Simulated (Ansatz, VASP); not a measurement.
# KCdCO3F in two plane-wave programs

Aim: how closely do two programs agree when they are given the same cell, functional and k mesh? Valence electrons are named where the data sets of a main pair hold unlike numbers.

Method: plane waves, with VASP 6.6.1 beside it; single point at PBEsol, in Ansatz 0.2.0.

**1. Set-up**

The structure is hexagonal, space group P-6m2 (No. 187). The conventional cell has a = 5.132 Å, b = 5.132 Å, c = 4.432 Å, α = 90.00°, β = 90.00°, γ = 120.00°. Nearest to Cd lie 2 F at 2.22 Å and 6 O at 2.58 Å. K has 6 O at 2.80 Å and 3 F at 2.96 Å nearest. Nearest to F lie 2 Cd at 2.22 Å and 3 K at 2.96 Å. Nearest to O lie 1 C at 1.25 Å and 2 Cd at 2.58 Å and 2 K at 2.80 Å. Nearest to C lie 3 O at 1.25 Å. Farther neighbours and most contacts between anions are not listed.

Structure file:

```
Cd K F O C
1.0
     5.13240    0.00000    0.00000
    -2.56620    4.44479    0.00000
     0.00000    0.00000    4.43240
Cd K F O C
1 1 1 3 1
Cartesian
  2.5662 1.4816 2.2162
  0.0000 0.0000 0.0000
  2.5662 1.4816 0.0000
  0.0000 1.7112 2.2162
  -1.0842 3.5892 2.2162
  1.0842 3.5892 2.2162
  0.0000 2.9632 2.2162
```

**2. VASP: single point, PBEsol**

A single point gives forces, pressure and levels at one fixed geometry, so differences don't come from the geometry; what else differs is listed under the comparison.

Lines of VASP's logs that name or quote its potential files are left out, and so is its time.

The input, INCAR:

```
SYSTEM = KCdCO3F
PREC = Accurate
ENCUT = 520
EDIFF = 1E-07
NELM = 100
ISMEAR = 0
SIGMA = 0.01
LREAL = .FALSE.
ALGO = Normal
GGA = PS
NBANDS = 32
LORBIT = 11
LWAVE = .FALSE.
LCHARG = .FALSE.
KPAR = 4
```

The input, POSCAR:

```
KCdCO3F
1.0
    5.1324000000      0.0000000000      0.0000000000
   -2.5662000000      4.4447887824      0.0000000000
    0.0000000000      0.0000000000      4.4324000000
Cd K F O C
1 1 1 3 1
Direct
    0.6666666667      0.3333333333      0.5000000000
    0.0000000000      0.0000000000      0.0000000000
    0.6666666667      0.3333333333      0.0000000000
    0.1925000000      0.3850000000      0.5000000000
    0.1925000000      0.8075000000      0.5000000000
    0.6150000000      0.8075000000      0.5000000000
    0.3333333333      0.6666666667      0.5000000000
```

The input, KPOINTS:

```
Automatic mesh
0
Gamma
5 5 5
0 0 0
```

PAW data sets: Cd, K_sv, F, O and C (PBE family, release 64).

Run with:

```console
mpirun -np 4 vasp_std
```

Numbers of over 12 decimals in the logs are rounded to 6 here.

Log:

```text
[banner, memory and clock lines left out]
running    4 mpi-ranks, on    1 nodes
 distrk:  each k-point on    1 cores,    4 groups
 distr:  one band on    1 cores,    1 groups

 POSCAR found type information on POSCAR CdK F O C
 POSCAR found :  5 types and       7 ions
|                                                                             |
|               ----> ADVICE to this user running VASP <----                  |
|                                                                             |
|     You enforced a specific xc type in the INCAR file but a different       |
|     [... a line on the potential file left out ...]
|     I HOPE YOU KNOW WHAT YOU ARE DOING!                                     |
|                                                                             |

 LDA part: xc-table for (Slater+PW92), standard interpolation
 POSCAR, INCAR and KPOINTS ok, starting setup
 FFT: planning ... GRIDC
 FFT: planning ... GRID_SOFT
 FFT: planning ... GRID
 WAVECAR not read
 entering main loop
       N       E                     dE             d eps       ncg     rms          rms(c)
DAV:   1     0.408182259844E+03    0.40818E+03   -0.27156E+04   960   0.153E+03
DAV:   2    -0.194005686948E+02   -0.42758E+03   -0.41191E+03  1120   0.397E+02
DAV:   3    -0.457362750159E+02   -0.26336E+02   -0.26186E+02  1168   0.103E+02
DAV:   4    -0.464304558892E+02   -0.69418E+00   -0.69347E+00  1520   0.137E+01
DAV:   5    -0.464360225584E+02   -0.55667E-02   -0.55656E-02  1192   0.118E+00    0.142E+01
DAV:   6    -0.416526695893E+02    0.47834E+01   -0.14438E+01  1128   0.427E+01    0.810E+00
DAV:   7    -0.416097460684E+02    0.42924E-01   -0.20254E+00  1136   0.987E+00    0.537E+00
DAV:   8    -0.415709637817E+02    0.38782E-01   -0.51873E-01  1168   0.500E+00    0.106E+00
DAV:   9    -0.415543866867E+02    0.16577E-01   -0.14037E-01  1216   0.313E+00    0.478E-01
DAV:  10    -0.415553980602E+02   -0.10114E-02   -0.15552E-02  1120   0.975E-01    0.175E-01
DAV:  11    -0.415561836272E+02   -0.78557E-03   -0.17961E-03  1128   0.269E-01    0.728E-02
DAV:  12    -0.415566376895E+02   -0.45406E-03   -0.38382E-04  1024   0.144E-01    0.280E-02
DAV:  13    -0.415567501142E+02   -0.11242E-03   -0.90363E-05  1080   0.774E-02    0.785E-03
DAV:  14    -0.415567569095E+02   -0.67954E-05   -0.10938E-05  1248   0.248E-02    0.909E-03
DAV:  15    -0.415567574107E+02   -0.50112E-06   -0.12749E-06  1184   0.803E-03    0.303E-03
DAV:  16    -0.415567574798E+02   -0.69156E-07   -0.30850E-07  1008   0.342E-03
   1 F= -.41556757E+02 E0= -.41556757E+02  d E =-.592150E-43
```

Parts of OUTCAR (step 2):

```text
ion  position               nearest neighbor table
   1  0.667  0.333  0.500-   3 2.22   3 2.22   4 2.58   6 2.58   5 2.58   5 2.58   4 2.58   6 2.58
                             2 3.70   2 3.70   2 3.70   2 3.70   2 3.70   2 3.70
   2  0.000  0.000  0.000-   6 2.80   6 2.80   5 2.80   5 2.80   4 2.80   4 2.80   1 3.70   1 3.70
                             1 3.70   1 3.70   1 3.70   1 3.70
   3  0.667  0.333  0.000-   1 2.22   1 2.22
   4  0.193  0.385  0.500-   7 1.25   1 2.58   1 2.58   2 2.80   2 2.80
   5  0.193  0.807  0.500-   7 1.25   1 2.58   1 2.58   2 2.80   2 2.80
   6  0.615  0.807  0.500-   7 1.25   1 2.58   1 2.58   2 2.80   2 2.80
   7  0.333  0.667  0.500-   5 1.25   6 1.25   4 1.25

  LATTYP: Found a hexagonal cell.
 ALAT       =     5.1324000000
 C/A-ratio  =     0.8636115657

 Subroutine GETGRP returns: Found 12 space group operations
 (whereof 12 operations were pure point group operations)

The static configuration has the point symmetry D_3h.

 Found     15 irreducible k-points:

   k-points           NKPTS =     15   k-points in BZ     NKDIM =     15   number of bands    NBANDS=     32

   dimension x,y,z NGX =    40 NGY =   40 NGZ =   36
   dimension x,y,z NGXF=    80 NGYF=   80 NGZF=   72

   ENCUT  =  520.0 eV  38.22 Ry    6.18 a.u.   9.54  9.54  8.24*2*pi/ulx,y,z

   NELECT =      50.0000    total number of electrons

 k-points in reciprocal lattice and weights: Automatic mesh
   0.00000000  0.00000000  0.00000000       0.008
   0.20000000 -0.00000000  0.00000000       0.048
   0.40000000 -0.00000000  0.00000000       0.048
   0.20000000  0.20000000  0.00000000       0.048
   0.40000000  0.20000000  0.00000000       0.048
   0.00000000  0.00000000  0.20000000       0.016
   0.20000000 -0.00000000  0.20000000       0.096
   0.40000000 -0.00000000  0.20000000       0.096
   0.20000000  0.20000000  0.20000000       0.096
[...]
0.20000000  0.20000000  0.40000000       0.096
   0.40000000  0.20000000  0.40000000       0.096

 average (electrostatic) potential at core
       1 -39.7721       2 -34.9002       3 -78.1443       4 -74.3186       5 -74.3186
       6 -74.3186       7 -56.5207

 E-fermi :   0.1221

 k-point     1 :       0.0000    0.0000    0.0000
  band No.  band energies     occupation
    ...
     21      -1.9192      2.00000
     22      -1.9192      2.00000
     23      -1.5754      2.00000
     24      -1.5754      2.00000
     25       0.0228      2.00000
     26       1.5882      0.00000
     27       6.1498      0.00000
     28       6.2471      0.00000
     29       8.5952      0.00000
     30       8.5952      0.00000
    ...

 k-point     2 :       0.2000   -0.0000    0.0000
  band No.  band energies     occupation
    ...
     21      -2.3865      2.00000
     22      -1.9562      2.00000
     23      -1.5693      2.00000
     24      -1.5573      2.00000
     25      -0.0446      2.00000
     26       2.2551      0.00000
     27       6.2334      0.00000
     28       6.2415      0.00000
     29       8.5228      0.00000
     30       8.7668      0.00000
    ...

 k-point     3 :       0.4000   -0.0000    0.0000
  band No.  band energies     occupation
    ...
     21      -3.0141      2.00000
     22      -2.0498      2.00000
     23      -1.5595      2.00000
     24      -1.5293      2.00000
     25      -0.1191      2.00000
     26       3.4337      0.00000
     27       6.0348      0.00000
     28       6.2508      0.00000
     29       8.3285      0.00000
     30       9.1481      0.00000
    ...

  Total        3.9871058      3.9871058     -1.0613783      0.0000000     -0.0000000      0.0000000
  in kB       63.1768220     63.1768220    -16.8178398      0.0000000     -0.0000000      0.0000000
  external PRESSURE =      36.5119347 kB  Pullay stress =       0.0000000 kB

  energy-cutoff  :      520.00
  volume of cell :      101.11
      direct lattice vectors                 reciprocal lattice vectors
     5.132400000  0.000000000  0.000000000     0.194840620  0.112491285  0.000000000
    -2.566200000  4.444788782  0.000000000     0.000000000  0.224982569  0.000000000
     0.000000000  0.000000000  4.432400000     0.000000000  0.000000000  0.225611407

 POSITION                                       TOTAL-FORCE (eV/Angst)
 -----------------------------------------------------------------------------------
      2.56620      1.48160      2.21620        -0.000000      0.000000      0.000000
      0.00000      0.00000      0.00000        -0.000000      0.000000      0.000000
      2.56620      1.48160      0.00000        -0.000000      0.000000      0.000000
      0.00000      1.71124      2.21620        -0.000000     -3.294218      0.000000
     -1.08422      3.58917      2.21620        -2.852876      1.647109     -0.000000
      1.08422      3.58917      2.21620         2.852876      1.647109     -0.000000
     -0.00000      2.96319      2.21620        -0.000000      0.000000      0.000000
 -----------------------------------------------------------------------------------
    total drift:                                0.000006     -0.000003      0.000000

  FREE ENERGIE OF THE ION-ELECTRON SYSTEM (eV)
  ---------------------------------------------------
  free  energy   TOTEN  =       -41.5567574798 eV

  energy  without entropy=      -41.5567574798  energy(sigma->0) =      -41.55675748

 total charge
# of ion       s       p       d       tot
------------------------------------------
    1        0.261   0.190   9.653  10.104
    2        1.953   5.574   0.024   7.552
    3        1.732   4.320   0.000   6.052
    4        1.571   3.596   0.000   5.167
    5        1.571   3.596   0.000   5.167
    6        1.571   3.596   0.000   5.167
    7        0.886   1.831   0.000   2.717
--------------------------------------------------
tot          9.543  22.705   9.677  41.925

[... 3 further parts left out ...]
```

The gap is read on the k-mesh alone, so it is an upper bound where the band edges lie off the mesh. The PAW data sets were made with PBE, which is usual practice but a small mismatch for other functionals.

[end of part 1 of 2]

[Lines on the potential files, build, host, timing and source positions are cut from VASP's logs without a mark.]

[Logs are printed without paths, hosts, clocks, repeated set-up lines and the standing remarks that a program may print on its own settings, such as how far it seeks lower states.]

[Hosts, paths, dates, database ids (printed as entryN), source tags and the programs' standing remarks are cut or masked in the printed files.]
